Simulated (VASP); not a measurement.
Computed with PBEsol GGA, VASP's PBE PAW potentials (set 64) (plane waves; VASP).

VASP input:

**KPOINTS**
```
K-points
0
Gamma
 12 12 12
0 0 0
```

**INCAR**
```
SYSTEM=Ge2W
PREC=Accurate; ENCUT=400; LREAL=.False.
LASPH=.True.
EDIFF=1E-6; NELM=100; ALGO=Normal
LMAXMIX=6
ISMEAR=1; SIGMA=0.1
GGA=PS
IBRION=2; NSW=60; ISIF=3
EDIFFG=-0.02
LWAVE=.False.; LCHARG=.False.
```

POSCAR:
```
Ge2W
1.0
 -1.6499660738   1.6499660738   4.0970847995
  1.6499660738  -1.6499660738   4.0970847995
  1.6499660738   1.6499660738  -4.0970847995
Ge W
2 1
Cartesian
 -0.0000000000   0.0000000000   2.7635517244
  1.6499660738   1.6499660738   1.3335330751
  1.6499660738   1.6499660738  -4.0970847995
```

POTCAR, in this order: Ge_d W_sv (PBE.64 set). Program: vasp_std.

What VASP printed:

File OSZICAR:
```
       N       E                     dE             d eps       ncg     rms          rms(c)
DAV:   1     0.283134610767E+03    0.28313E+03   -0.18755E+04  9647   0.380E+03
DAV:   2     0.937317827400E+01   -0.27376E+03   -0.26986E+03  8246   0.605E+02
DAV:   3    -0.237306170384E+02   -0.33104E+02   -0.32713E+02  9758   0.162E+02
DAV:   4    -0.246513786497E+02   -0.92076E+00   -0.91341E+00  9484   0.293E+01
DAV:   5    -0.246656982716E+02   -0.14320E-01   -0.14306E-01 10412   0.402E+00    0.209E+01
DAV:   6    -0.238938160396E+02    0.77188E+00   -0.47592E+00  8892   0.108E+01    0.632E+00
DAV:   7    -0.237861589877E+02    0.10766E+00   -0.50556E-01  9553   0.648E+00    0.410E+00
DAV:   8    -0.237544948888E+02    0.31664E-01   -0.96087E-02  9554   0.224E+00    0.231E-01
DAV:   9    -0.237533362418E+02    0.11586E-02   -0.89988E-03 10628   0.138E+00    0.119E-01
DAV:  10    -0.237531748773E+02    0.16136E-03   -0.11516E-03  9824   0.244E-01    0.655E-02
DAV:  11    -0.237531679098E+02    0.69675E-05   -0.13029E-04  8934   0.799E-02    0.172E-02
DAV:  12    -0.237531687717E+02   -0.86196E-06   -0.12013E-05  9575   0.293E-02    0.945E-03
DAV:  13    -0.237531686184E+02    0.15327E-06   -0.17236E-06  5374   0.234E-02
   1 F= -.23753169E+02 E0= -.23753241E+02  d E =-.237532E+02
       N       E                     dE             d eps       ncg     rms          rms(c)
DAV:   1    -0.237684643719E+02   -0.15296E-01   -0.29377E-01  9855   0.843E+00    0.107E+00
DAV:   2    -0.237566012159E+02    0.11863E-01   -0.37403E-02 10222   0.216E+00    0.332E-01
DAV:   3    -0.237539148185E+02    0.26864E-02   -0.45214E-03 11052   0.953E-01    0.165E-01
DAV:   4    -0.237531888215E+02    0.72600E-03   -0.10749E-03 10427   0.338E-01    0.111E-01
DAV:   5    -0.237531058403E+02    0.82981E-04   -0.18367E-04 10198   0.192E-01    0.967E-03
DAV:   6    -0.237531038922E+02    0.19481E-05   -0.19627E-05 10311   0.738E-02    0.648E-03
DAV:   7    -0.237531037070E+02    0.18512E-06   -0.89954E-07  4748   0.117E-02
   2 F= -.23753104E+02 E0= -.23753166E+02  d E =0.649114E-04
       N       E                     dE             d eps       ncg     rms          rms(c)
DAV:   1    -0.237572137023E+02   -0.41098E-02   -0.72537E-02  9862   0.414E+00    0.538E-01
DAV:   2    -0.237542488463E+02    0.29649E-02   -0.91857E-03 10247   0.109E+00    0.166E-01
DAV:   3    -0.237535789431E+02    0.66990E-03   -0.10992E-03 11059   0.476E-01    0.821E-02
DAV:   4    -0.237534047663E+02    0.17418E-03   -0.25850E-04 10372   0.164E-01    0.557E-02
DAV:   5    -0.237533892683E+02    0.15498E-04   -0.45062E-05 10107   0.926E-02    0.497E-03
DAV:   6    -0.237533887299E+02    0.53843E-06   -0.44945E-06  7456   0.353E-02
   3 F= -.23753389E+02 E0= -.23753456E+02  d E =-.220111E-03
       N       E                     dE             d eps       ncg     rms          rms(c)
DAV:   1    -0.237534765730E+02   -0.87305E-04   -0.17004E-03  9868   0.638E-01    0.815E-02
DAV:   2    -0.237534073272E+02    0.69246E-04   -0.21196E-04 10214   0.165E-01    0.254E-02
DAV:   3    -0.237533916425E+02    0.15685E-04   -0.25652E-05 10983   0.725E-02    0.127E-02
DAV:   4    -0.237533878878E+02    0.37547E-05   -0.60903E-06 10001   0.253E-02    0.864E-03
DAV:   5    -0.237533879783E+02   -0.90493E-07   -0.92591E-07  4212   0.143E-02
   4 F= -.23753388E+02 E0= -.23753456E+02  d E =-.219360E-03
       N       E                     dE             d eps       ncg     rms          rms(c)
DAV:   1    -0.237534208974E+02   -0.33010E-04   -0.76529E-04  9842   0.424E-01    0.556E-02
DAV:   2    -0.237533891328E+02    0.31765E-04   -0.99471E-05 10202   0.112E-01    0.169E-02
DAV:   3    -0.237533821978E+02    0.69350E-05   -0.11756E-05 10756   0.490E-02    0.841E-03
DAV:   4    -0.237533805995E+02    0.15983E-05   -0.26717E-06  7420   0.173E-02    0.576E-03
DAV:   5    -0.237533807784E+02   -0.17887E-06   -0.56164E-07  4121   0.116E-02
   5 F= -.23753381E+02 E0= -.23753450E+02  d E =-.212160E-03
```

### OUTCAR
```
------------------------ aborting loop because EDIFF is reached ----------------------------------------
  FORCE on cell =-STRESS in cart. coord.  units (eV):
  Direction    XX          YY          ZZ          XY          YZ          ZX
  --------------------------------------------------------------------------------------
  Total        0.0140232      0.0140232     -0.0572993      0.0000000     -0.0000000      0.0000000
  in kB        0.5025262      0.5025262     -2.0533421      0.0000000     -0.0000000      0.0000000
  external PRESSURE =      -0.3494299 kB  Pullay stress =       0.0000000 kB
  volume of cell :       44.71
      direct lattice vectors                 reciprocal lattice vectors
    -1.651553260  1.651553260  4.097822184     0.000000000  0.302745308  0.122016031
     1.651553260 -1.651553260  4.097822184     0.302745308  0.000000000  0.122016031
     1.651553260  1.651553260 -4.097822184     0.302745308  0.302745308  0.000000000
 POSITION                                       TOTAL-FORCE (eV/Angst)
 -----------------------------------------------------------------------------------
      0.00000      0.00000      2.76374         0.000000      0.000000     -0.007480
      0.00000      0.00000      5.43190        -0.000000     -0.000000      0.007480
      0.00000      0.00000      0.00000        -0.000000     -0.000000      0.000000
 -----------------------------------------------------------------------------------
    total drift:                               -0.000000     -0.000000      0.000000
  FREE ENERGIE OF THE ION-ELECTRON SYSTEM (eV)
  ---------------------------------------------------
  free  energy   TOTEN  =       -23.7533807784 eV

  energy  without entropy=      -23.7535869652  energy(sigma->0) =      -23.75344951

 reached required accuracy - stopping structural energy minimisation
```
(Selected blocks of OUTCAR.)

File CONTCAR:
```
Ge2W
   1.00000000000000
    -1.6515532595652844    1.6515532595652844    4.0978221835738342
     1.6515532595652844   -1.6515532595652844    4.0978221835738342
     1.6515532595652844    1.6515532595652844   -4.0978221835738342
  Ge              W
     2     1
Direct
     0.3372205690666832    0.3372205690666832    0.0000000000000000
     0.6627794309333169    0.6627794309333169    0.0000000000000000
     0.0000000000000000    0.0000000000000000    0.0000000000000000
```

File OUTCAR:
```
 val. band max:       10.2521914490   @ k =   0.3333   0.2500   0.0833

 cond. band min:      10.2819918893   @ k =  -0.2500   0.4167   0.2500


 Fermi energy:        10.2695533322

 k-point     1 :       0.0000    0.0000    0.0000
  band No.  band energies     occupation
      1     -63.7279      2.00000
      2     -27.9529      2.00000
      3     -27.9397      2.00000
      4     -27.9397      2.00000
      5     -14.4446      2.00000
      6     -14.4422      2.00000
      7     -14.4137      2.00000
      8     -14.3943      2.00000
      9     -14.3943      2.00000
     10     -14.3641      2.00000
     11     -14.3485      2.00000
     12     -14.3485      2.00000
     13     -14.3474      2.00000
     14     -14.3001      2.00000
     15      -3.9266      2.00000
     16       3.8171      2.00000
     17       5.2892      2.00000
     18       7.3428      2.00000
     19       7.7398      2.00000
     20       7.7398      2.00000
     21      10.9908     -0.00000
     22      12.7393      0.00000
     23      13.6557      0.00000
     24      13.6557      0.00000
     25      14.2366      0.00000

 k-point     2 :       0.0833    0.0000    0.0000
  band No.  band energies     occupation
      1     -63.7276      2.00000
      2     -27.9520      2.00000
      3     -27.9504      2.00000
      4     -27.9388      2.00000
      5     -14.4455      2.00000
      6     -14.4401      2.00000
      7     -14.4180      2.00000
      8     -14.3985      2.00000
      9     -14.3951      2.00000
     10     -14.3590      2.00000
     11     -14.3546      2.00000
     12     -14.3462      2.00000
     13     -14.3408      2.00000
     14     -14.2997      2.00000
     15      -3.8019      2.00000
     16       3.7014      2.00000
     17       5.2904      2.00000
     18       7.3381      2.00000
     19       7.7531      2.00000
     20       7.8394      2.00000
     21      10.5666     -0.00022
     22      12.2301     -0.00000
     23      13.0284      0.00000
...
```

Unless said otherwise, spin-orbit coupling is left out, though it shifts the bands of the heavy elements here.

The structure comes from a measured Ge2W entry (I4/mmm) of the Crystallography Open Database, whose conditions weren't checked. This run relaxes it. Symmetry was kept, so distortions that lower it aren't found. The start is the result of an earlier pass.
